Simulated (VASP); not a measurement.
Energy against volume of Ni (fcc). These are vdW-DF-cx, VASP's PBE PAW potentials (set 64) (plane waves; VASP) values and carry that method's errors. Numerical set-up: 520 eV cut-off, 18×18×18 Γ-centred mesh, first-order Methfessel-Paxton smearing of 0.10 eV, potentials Ni.

| V (Å³/atom) | E (eV/atom) |
|---|---|
| 10.133 | -3.03165 |
| 10.447 | -3.03884 |
| 10.760 | -3.03292 |
| 11.073 | -3.01603 |

### Question
Fit these four points and predict the energy of the run at 9.820 Å³/atom.

### Answer
A cubic in V^(−2/3), the third-order Birch-Murnaghan form, passes through the four points with V0 = 10.45 Å³/atom and B0 = 222 GPa, and gives -3.0089 eV/atom there. The run gave -3.0088 eV/atom, +0.0 meV/atom from the fit; all five points give B0 = 222 GPa.

The compound is Ni in the fcc structure. It was relaxed first.
